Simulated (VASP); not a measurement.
Runs of VASP 6.6.1 on Pb. The cell holds a slab with vacuum, 4 atoms: a = 3.493 Å, b = 3.493 Å, c = 23.556 Å, α = 90.00°, β = 90.00°, γ = 120.00°. 

| task | level | spin | cell | k mesh | smearing | atoms held fixed (from 0) | gap on the mesh (eV) | largest force (eV/Å) | work function (eV) |
| --- | --- | --- | --- | --- | --- | --- | --- | --- | --- |
| work function | PBE | off | the (1 1 1) slab of Pb, cut from the database cell, not relaxed | 9 × 9 × 1 | gaussian 0.05 eV | - | none | (a) | (b) |
| single point | PBE | off | the (1 1 1) slab of Pb, cut from the database cell, not relaxed | 9 × 9 × 1 | fermi-dirac 0.05 eV | - | none | 0.31 | 3.73 |
| single point | revPBE+D4 | collinear, ferromagnetic start, SOC | the (1 1 1) slab of Pb, cut from the database cell, not relaxed | 7 × 7 × 1 | gaussian 0.05 eV | - | - | 0.34 | - |
| relaxation of the atoms | PBEsol | off | atoms relaxed from: the (1 1 1) slab of Pb, cut from the database cell, not relaxed | 9 × 9 × 1 | gaussian 0.05 eV | [0, 1] | none | - | - |
| relaxation of the atoms | PBE+dDsC | off | atoms relaxed from: the (1 1 1) slab of Pb, cut from the database cell, not relaxed | 9 × 9 × 1 | gaussian 0.05 eV | [0, 1] | none | - | - |

Alike in all rows: potentials or basis VASP PAW PBE potentials, release 64 (Pb_d); cutoff (eV) 520.

Q: Estimate the missing entries.

A: (a) 0.33; (b) 3.72.

Caveats: the PAW data sets were made with another functional, which shifts forces and pressure a little (some runs).

A k mesh can miss the band edges, and rows without SOC leave out spin-orbit coupling on Pb.

A gap of «none» marks a metal or a gap under the smearing width.
